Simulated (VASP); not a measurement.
# GW-BSE spectrum of CaO (Lime), part 2 of 4

Wanted: the lowest vertical excitons of CaO (Lime) and its absorption. The cell is of the rock-salt type, one of the forms listed for this formula. The start is a cell from a database of measured crystal structures.

VASP 6.6.1, plane waves and PAW; the level of theory is named at each step.

So far. Step 2 (Ground state): The cell has a gap of 3.65 eV on mesh and path. Step 3 (Empty bands): WAVECAR now holds 64 bands for 16 electrons. Its independent-particle dielectric tensor has xx, yy, zz = 3.9, 3.9, 3.9 on this mesh, which isn't tested for convergence in mesh or bands and lacks local fields.

### Step 4. G0W0

This step: G0W0 on PBE; plane waves and PAW (Ca_sv_GW, O_GW) (VASP 6.6.1).

G0W0 keeps orbitals and screening fixed and shifts each of the lowest NBANDSGW levels once. LWAVE keeps the quasiparticle levels in WAVECAR, and the W files hold the screened interaction for the next step.

File INCAR:

```
SYSTEM = CaO
PREC = Accurate
ENCUT = 440
ISMEAR = 0
SIGMA = 0.01
LREAL = .FALSE.
GGA = PE
NBANDS = 64
ALGO = EVGW0
NELMGW = 1
ENCUTGW = 100
NOMEGA = 48
PRECFOCK = Fast
NBANDSGW = 16
LWAVE = .TRUE.
LCHARG = .FALSE.
```

File POSCAR:

```
CaO
1.0
    0.0000000000      2.4065000000      2.4065000000
    2.4065000000      0.0000000000      2.4065000000
    2.4065000000      2.4065000000      0.0000000000
Ca O
1 1
Direct
    0.0000000000      0.0000000000      0.0000000000
    0.5000000000      0.5000000000      0.5000000000
```

File KPOINTS:

```
Automatic mesh
0
Gamma
10 10 10
0 0 0
```

Potentials, in the order of the species: Ca_sv_GW and O_GW (PBE family, release 64).

Launch:

```console
mpirun -np 8 vasp_std
```

Log:

```text
[banner, memory and clock lines left out]
running    8 mpi-ranks, on    1 nodes
 distrk:  each k-point on    8 cores,    1 groups
 distr:  one band on    1 cores,    8 groups

 POSCAR found type information on POSCAR CaO
 POSCAR found :  2 types and       2 ions
 [... a notice as in an earlier step ...]

|                                                                             |
|           W    W    AA    RRRRR   N    N  II  N    N   GGGG   !!!           |
|           W    W   A  A   R    R  NN   N  II  NN   N  G    G  !!!           |
|           W    W  A    A  R    R  N N  N  II  N N  N  G       !!!           |
|           W WW W  AAAAAA  RRRRR   N  N N  II  N  N N  G  GGG   !            |
|           WW  WW  A    A  R   R   N   NN  II  N   NN  G    G                |
|           W    W  A    A  R    R  N    N  II  N    N   GGGG   !!!           |
|                                                                             |
|     The default for ENCUTGWSOFT is different in this version of VASP.       |
|     please manually set ENCUTGWSOFT =100 in the INCAR file.                 |
|                                                                             |

 LDA part: xc-table for (Slater+PW92), standard interpolation
 found WAVECAR, reading the header
 POSCAR, INCAR and KPOINTS ok, starting setup
 FFT: planning ... GRIDC
 FFT: planning ... GRID_SOFT
 FFT: planning ... GRID
 reading WAVECAR
 the WAVECAR file was read successfully
 initial charge from wavefunction
 available memory per node:     46.11 GB, setting MAXMEM to     47218

 The Fermi energy was updated, please check that it is located mid-gap
 values below the HOMO (VB) or above the LUMO (CB) will cause erroneous energies
 E-fermi :   6.4158

 calculate exact exchange contribution
 the WAVEDER file was read successfully
energies w=
    0.000    0.000    1.312    0.000    2.619    0.000    3.916    0.000
    5.198    0.000    6.462    0.000    7.706    0.000    8.927    0.000
   10.126    0.000   11.302    0.000   12.458    0.000   13.596    0.000
   14.716    0.000   15.823    0.000   16.920    0.000   18.011    0.000
   19.099    0.000   20.189    0.000   21.286    0.000   22.394    0.000
   23.519    0.000   24.667    0.000   25.845    0.000   27.059    0.000
   28.318    0.000   29.632    0.000   31.011    0.000   32.468    0.000
   34.017    0.000   35.678    0.000   37.471    0.000   39.421    0.000
   41.563    0.000   43.934    0.000   46.589    0.000   49.592    0.000
   53.030    0.000   57.020    0.000   61.720    0.000   67.354    0.000
   74.243    0.000   82.873    0.000   94.004    0.000  108.908    0.000
  129.869    0.000  161.460    0.000  214.345    0.000  320.528    0.000
 responsefunction array rank=      72
 LDA part: xc-table for (Slater+PW92), standard interpolation

 min. memory requirement per mpi rank    483.2 MB, per node   3865.5 MB

 allocating   6 responsefunctions rank=    72
 shmem allocating  48 responsefunctions rank=    72
 response function shared by NCSHMEM nodes    1
 Doing            6  frequencies on each core in blocks of           48
NQ=   1    0.0000    0.0000    0.0000,
|.........|.........|.........|.........|.........|.........|.........|.........
 performed        992000 updates of chi_q(r,r)
 total number of BLAS operations         27.63 Gflops
NQ=   2    0.1000    0.0000    0.0000,
|.........|.........|.........|.........|.........|.........|.........|.........
 performed       2608000 updates of chi_q(r,r)
 total number of BLAS operations         77.36 Gflops
NQ=   3    0.2000    0.0000    0.0000,
|.........|.........|.........|.........|.........|.........|.........|.........
 performed       4224000 updates of chi_q(r,r)
 total number of BLAS operations        127.08 Gflops
NQ=   4    0.3000    0.0000    0.0000,
|.........|.........|.........|.........|.........|.........|.........|.........
 performed       5840000 updates of chi_q(r,r)
 total number of BLAS operations        180.06 Gflops
NQ=   5    0.4000    0.0000    0.0000,
|.........|.........|.........|.........|.........|.........|.........|.........
 performed       7456000 updates of chi_q(r,r)
 total number of BLAS operations        228.19 Gflops
NQ=   6    0.5000    0.0000    0.0000,
|.........|.........|.........|.........|.........|.........|.........|.........
 performed       8720000 updates of chi_q(r,r)
 total number of BLAS operations        277.77 Gflops
NQ=   7    0.1000    0.1000    0.0000,
|.........|.........|.........|.........|.........|.........|.........|.........
 performed      10171000 updates of chi_q(r,r)
 total number of BLAS operations        319.56 Gflops
NQ=   8    0.2000    0.1000    0.0000,
|.........|.........|.........|.........|.........|.........|.........|.........
 performed      12623000 updates of chi_q(r,r)
 total number of BLAS operations        394.97 Gflops
NQ=   9    0.3000    0.1000    0.0000,
|.........|.........|.........|.........|.........|.........|.........|.........
 performed      15075000 updates of chi_q(r,r)
 total number of BLAS operations        472.84 Gflops
NQ=  10    0.4000    0.1000    0.0000,
|.........|.........|.........|.........|.........|.........|.........|.........
 performed      17527000 updates of chi_q(r,r)
 total number of BLAS operations        560.92 Gflops
NQ=  11    0.5000    0.1000    0.0000,
|.........|.........|.........|.........|.........|.........|.........|.........
 performed      19979000 updates of chi_q(r,r)
 total number of BLAS operations        648.99 Gflops
NQ=  12   -0.4000    0.1000    0.0000,
|.........|.........|.........|.........|.........|.........|.........|.........
 performed      22431000 updates of chi_q(r,r)
 total number of BLAS operations        737.07 Gflops
NQ=  13   -0.3000    0.1000    0.0000,
|.........|.........|.........|.........|.........|.........|.........|.........
 performed      24883000 updates of chi_q(r,r)
 total number of BLAS operations        819.96 Gflops
NQ=  14   -0.2000    0.1000    0.0000,
|.........|.........|.........|.........|.........|.........|.........|.........
 performed      27335000 updates of chi_q(r,r)
 total number of BLAS operations        897.83 Gflops
NQ=  15   -0.1000    0.1000    0.0000,
|.........|.........|.........|.........|.........|.........|.........|.........
 performed      29230000 updates of chi_q(r,r)
 total number of BLAS operations        954.25 Gflops
NQ=  16    0.2000    0.2000    0.0000,
|.........|.........|.........|.........|.........|.........|.........|.........
 performed      30681000 updates of chi_q(r,r)
 total number of BLAS operations        996.04 Gflops
NQ=  17    0.3000    0.2000    0.0000,
|.........|.........|.........|.........|.........|.........|.........|.........
 performed      33133000 updates of chi_q(r,r)
 total number of BLAS operations       1066.67 Gflops
NQ=  18    0.4000    0.2000    0.0000,
|.........|.........|.........|.........|.........|.........|.........|.........
 performed      35585000 updates of chi_q(r,r)
 total number of BLAS operations       1152.14 Gflops
NQ=  19    0.5000    0.2000    0.0000,
|.........|.........|.........|.........|.........|.........|.........|.........
 performed      38037000 updates of chi_q(r,r)
 total number of BLAS operations       1225.14 Gflops
NQ=  20   -0.4000    0.2000    0.0000,
|.........|.........|.........|.........|.........|.........|.........|.........
 performed      40489000 updates of chi_q(r,r)
 total number of BLAS operations       1305.51 Gflops
NQ=  21   -0.3000    0.2000    0.0000,
|.........|.........|.........|.........|.........|.........|.........|.........
 performed      42941000 updates of chi_q(r,r)
 total number of BLAS operations       1383.38 Gflops
NQ=  22   -0.2000    0.2000    0.0000,
|.........|.........|.........|.........|.........|.........|.........|.........
 performed      44836000 updates of chi_q(r,r)
 total number of BLAS operations       1439.80 Gflops
NQ=  23    0.3000    0.3000    0.0000,
|.........|.........|.........|.........|.........|.........|.........|.........
 performed      46287000 updates of chi_q(r,r)
 total number of BLAS operations       1481.59 Gflops
NQ=  24    0.4000    0.3000    0.0000,
|.........|.........|.........|.........|.........|.........|.........|.........
 performed      48739000 updates of chi_q(r,r)
 total number of BLAS operations       1561.95 Gflops
NQ=  25    0.5000    0.3000    0.0000,
|.........|.........|.........|.........|.........|.........|.........|.........
 performed      51191000 updates of chi_q(r,r)
 total number of BLAS operations       1639.82 Gflops
NQ=  26   -0.4000    0.3000    0.0000,
|.........|.........|.........|.........|.........|.........|.........|.........
 performed      53643000 updates of chi_q(r,r)
 total number of BLAS operations       1722.72 Gflops
NQ=  27   -0.3000    0.3000    0.0000,
|.........|.........|.........|.........|.........|.........|.........|.........
 performed      55538000 updates of chi_q(r,r)
 total number of BLAS operations       1782.90 Gflops
NQ=  28    0.4000    0.4000    0.0000,
|.........|.........|.........|.........|.........|.........|.........|.........
 performed      56989000 updates of chi_q(r,r)
 total number of BLAS operations       1830.45 Gflops
NQ=  29    0.5000    0.4000    0.0000,
|.........|.........|.........|.........|.........|.........|.........|.........
 performed      59441000 updates of chi_q(r,r)
 total number of BLAS operations       1910.81 Gflops
NQ=  30   -0.4000    0.4000    0.0000,
|.........|.........|.........|.........|.........|.........|.........|.........
 performed      61336000 updates of chi_q(r,r)
 total number of BLAS operations       1965.40 Gflops
NQ=  31    0.5000    0.5000    0.0000,
|.........|.........|.........|.........|.........|.........|.........|.........
 performed      62516000 updates of chi_q(r,r)
 total number of BLAS operations       2004.09 Gflops
NQ=  32    0.3000    0.2000    0.1000,
|.........|.........|.........|.........|.........|.........|.........|.........
 performed      64993000 updates of chi_q(r,r)
 total number of BLAS operations       2077.82 Gflops
NQ=  33    0.4000    0.2000    0.1000,
|.........|.........|.........|.........|.........|.........|.........|.........
 performed      67937000 updates of chi_q(r,r)
 total number of BLAS operations       2174.29 Gflops
NQ=  34    0.5000    0.2000    0.1000,
|.........|.........|.........|.........|.........|.........|.........|.........
 performed      70881000 updates of chi_q(r,r)
 total number of BLAS operations       2270.76 Gflops
NQ=  35   -0.4000    0.2000    0.1000,
|.........|.........|.........|.........|.........|.........|.........|.........
 performed      73136000 updates of chi_q(r,r)
 total number of BLAS operations       2340.13 Gflops
NQ=  36    0.4000    0.3000    0.1000,
|.........|.........|.........|.........|.........|.........|.........|.........
 performed      75613000 updates of chi_q(r,r)
 total number of BLAS operations       2421.30 Gflops
NQ=  37    0.5000    0.3000    0.1000,
|.........|.........|.........|.........|.........|.........|.........|.........
 performed      78557000 updates of chi_q(r,r)
 total number of BLAS operations       2523.89 Gflops
NQ=  38   -0.4000    0.3000    0.1000,
|.........|.........|.........|.........|.........|.........|.........|.........
 performed      81501000 updates of chi_q(r,r)
 total number of BLAS operations       2614.43 Gflops
NQ=  39   -0.3000    0.3000    0.1000,
|.........|.........|.........|.........|.........|.........|.........|.........
 performed      84445000 updates of chi_q(r,r)
 total number of BLAS operations       2707.91 Gflops
NQ=  40   -0.2000    0.3000    0.1000,
|.........|.........|.........|.........|.........|.........|.........|.........
 performed      86684000 updates of chi_q(r,r)
 total number of BLAS operations       2779.01 Gflops
NQ=  41    0.5000    0.4000    0.1000,
|.........|.........|.........|.........|.........|.........|.........|.........
 performed      89161000 updates of chi_q(r,r)
 total number of BLAS operations       2862.74 Gflops
NQ=  42   -0.4000    0.4000    0.1000,
|.........|.........|.........|.........|.........|.........|.........|.........
 performed      92105000 updates of chi_q(r,r)
 total number of BLAS operations       2956.22 Gflops
NQ=  43   -0.3000    0.4000    0.1000,
|.........|.........|.........|.........|.........|.........|.........|.........
 performed      94344000 updates of chi_q(r,r)
 total number of BLAS operations       3027.33 Gflops
NQ=  44   -0.4000    0.5000    0.1000,
|.........|.........|.........|.........|.........|.........|.........|.........
 performed      96239000 updates of chi_q(r,r)
 total number of BLAS operations       3089.43 Gflops
NQ=  45   -0.4000    0.4000    0.2000,
|.........|.........|.........|.........|.........|.........|.........|.........
 performed      98716000 updates of chi_q(r,r)
 total number of BLAS operations       3163.17 Gflops
NQ=  46   -0.3000    0.4000    0.2000,
|.........|.........|.........|.........|.........|.........|.........|.........
 performed     100971000 updates of chi_q(r,r)
 total number of BLAS operations       3232.54 Gflops
NQ=  47   -0.3000    0.5000    0.2000,
|.........|.........|.........|.........|.........|.........|.........|.........
 performed     102866000 updates of chi_q(r,r)
 total number of BLAS operations       3290.83 Gflops
 resolving degeneracies of screened two electron integrals

 calculate QP shifts <psi_nk| G(iteration)W_0 |psi_nk>: iteration 1
 writing wavefunctions
 entering main loop
```

Wall time 5.8 min (8 MPI ranks of Intel Xeon 6975P-C (Granite Rapids), shared host); peak memory 3.7 GiB.

From OUTCAR (step 4):

```text
The static configuration has the point symmetry O_h .

 Found     47 irreducible k-points:

   k-points           NKPTS =     47   k-points in BZ     NKDIM =   1000   number of bands    NBANDS=     64

   NELECT =      16.0000    total number of electrons

 E-fermi :   6.4158

 QP shifts <psi_nk| G(iteration)W_0 |psi_nk>: iteration 1
 for sc-GW calculations column KS-energies equals QP-energies in previous step
 and V_xc(KS)=  KS-energies - (<T + V_ion + V_H > + <T+V_H+V_ion>^1  + <V_x>^1)
 k-point   1 :       0.0000    0.0000    0.0000
  band No.  KS-energies  QP-energies   sigma(KS)   V_xc(KS)     V^pw_x(r,r')   Z            occupation Imag(sigma)
    ...
      5     -10.9242     -12.6646     -21.8240     -19.2073     -30.6790       0.6651       2.0000       0.9890
      6       4.5890       3.8808     -20.0915     -19.1469     -24.3969       0.7498       2.0000       0.2107
      7       4.5890       3.8808     -20.0915     -19.1469     -24.3969       0.7498       2.0000       0.2107
      8       4.5890       3.8808     -20.0915     -19.1469     -24.3969       0.7498       2.0000       0.2107
      9       9.2864       9.9739      -9.9607     -10.7926      -6.2524       0.8264       0.0000      -0.1316
     10      10.8150      12.9024     -11.0210     -13.6182      -6.5801       0.8037       0.0000      -0.1818
     11      10.8150      12.9024     -11.0210     -13.6182      -6.5801       0.8037       0.0000      -0.1818
     12      10.8150      12.9024     -11.0210     -13.6182      -6.5801       0.8037       0.0000      -0.1818
    ...

 k-point   2 :       0.1000    0.0000    0.0000
  band No.  KS-energies  QP-energies   sigma(KS)   V_xc(KS)     V^pw_x(r,r')   Z            occupation Imag(sigma)
    ...
      5     -10.7818     -12.5448     -22.0396     -19.4172     -30.6981       0.6723       2.0000       0.9530
      6       4.2308       3.4525     -19.3867     -18.3500     -23.5621       0.7507       2.0000       0.2149
      7       4.4511       3.7332     -19.8941     -18.9368     -24.1786       0.7499       2.0000       0.2136
      8       4.4511       3.7332     -19.8941     -18.9368     -24.1786       0.7499       2.0000       0.2136
      9       9.7409      10.4990     -10.4439     -11.3674      -6.8014       0.8209       0.0000      -0.1342
     10      10.7804      12.8052     -11.0573     -13.5774      -6.6807       0.8035       0.0000      -0.1810
     11      10.9840      13.1036     -11.1329     -13.7776      -6.6621       0.8015       0.0000      -0.1866
     12      10.9840      13.1036     -11.1329     -13.7776      -6.6621       0.8015       0.0000      -0.1866
    ...

 k-point   3 :       0.2000    0.0000    0.0000
  band No.  KS-energies  QP-energies   sigma(KS)   V_xc(KS)     V^pw_x(r,r')   Z            occupation Imag(sigma)
    ...
      5     -10.4528     -12.2423     -22.4677     -19.8398     -30.7779       0.6809       2.0000       0.8871
      6       3.4669       2.5597     -18.2955     -17.0790     -22.3877       0.7457       2.0000       0.2361
      7       4.1228       3.3773     -19.4800     -18.4830     -23.7403       0.7477       2.0000       0.2221
      8       4.1228       3.3773     -19.4800     -18.4830     -23.7403       0.7477       2.0000       0.2221
      9      10.6757      11.9978     -10.2404     -11.8662      -6.1085       0.8132       0.0000      -0.1650
     10      10.9056      12.3959     -11.9762     -13.8437      -8.1473       0.7980       0.0000      -0.1662
     11      11.4516      13.6747     -11.4410     -14.2268      -6.8788       0.7980       0.0000      -0.2013
     12      11.4516      13.6747     -11.4410     -14.2268      -6.8788       0.7980       0.0000      -0.2013
    ...

[... 7 parts as in an earlier step ...]

[... 5 further parts left out ...]
```

This step gave:

```yaml
quasiparticle_gap_on_the_mesh: 5.760 eV
smallest_direct_quasiparticle_gap_on_the_mesh: 6.093 eV
gap_of_the_starting_orbitals_on_the_mesh: 3.654 eV
```

GW takes the gap from 3.654 to 5.760 eV. The value holds for 64 bands, ENCUTGW = 100 eV and this mesh, and isn't shown to be converged in them.

(Part 2 of 4 ends here.)

[Lines on the potential files, build, host, timing and source positions are cut from VASP's logs without a mark.]

[Logs are printed without paths, hosts, clocks, repeated set-up lines and the standing remarks that a program may print on its own settings, such as how far it seeks lower states.]

[Hosts, paths, dates, database ids (printed as entryN), source tags and the programs' standing remarks are cut or masked in the printed files.]

[Pressures printed for these runs are not shown converged in the cutoff: they can be off by several GPa and have the wrong sign.]
